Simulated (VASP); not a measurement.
Input:

```xyz
8
Lattice="5.7752 0.0000 0.0000 0.0000 5.7752 0.0000 0.0000 0.0000 5.7752" Properties=species:S:1:pos:R:3 pbc="T T T"
Zn     0.0000     2.8876     2.8876
Zn     2.8876     0.0000     2.8876
Zn     2.8876     2.8876     0.0000
Cd     0.0000     0.0000     0.0000
Se     4.2646     4.2646     1.5106
Se     4.2646     1.5106     4.2646
Se     1.5106     1.5106     1.5106
Se     1.5106     4.2646     4.2646
```

The numbers are results of r2SCAN meta-GGA, VASP's PBE PAW potentials (set 64) (plane waves; VASP), not measurements. Run with 400 eV cut-off, 7×7×7 Γ-centred mesh, Gaussian smearing of 0.010 eV, potentials Zn Cd Se.

**Question.** Estimate the energy per atom (σ→0), band gap (on the k-mesh) with the smallest direct gap where there is one.

**Answer.** 
```
Item                                          Result
-----------------------------------  ---------------
band gap (on the k-mesh)                     1.59 eV
smallest direct gap (on the k-mesh)          1.59 eV
energy per atom (σ→0)                -13.813 eV/atom
```

The structure comes from a computed database's Zn3CdSe4 entry (P-43m); how it stands against other phases isn't given here. It was relaxed first.
